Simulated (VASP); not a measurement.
```yaml
crystal:
  lattice:
    - [3.68437, 0.00000, 0.00000]
    - [-1.84219, 3.19076, 0.00000]
    - [0.00000, 0.00000, 26.21039]
  atoms:
    - { symbol: Y, position: [0.66667, 0.33333, 0.44493] }
    - { symbol: Y, position: [0.33333, 0.66667, 0.33785] }
    - { symbol: Y, position: [0.66667, 0.33333, 0.66215] }
    - { symbol: Y, position: [0.33333, 0.66667, 0.55507] }
```

Level of theory: r2SCAN meta-GGA, VASP's PBE PAW potentials (set 64) (plane waves; VASP). Settings: PREC = Normal, 400 eV cut-off, 9×9×1 Γ-centred mesh, first-order Methfessel-Paxton smearing of 0.10 eV, potentials Y_sv.

**Question.** Predict the energy per atom (σ→0), band gap (on the k-mesh) with the smallest direct gap where there is one.

**Answer.** 
```json
{
  "band gap (on the k-mesh)": "none (metal, semimetal or under 0.01 eV)",
  "energy per atom (σ→0)": "-19.869 eV/atom"
}
```

Total energies compare only between runs with the same potentials, cut-off and functional.

The cell is a thin slab with vacuum, built from Y (hcp): (001) face.
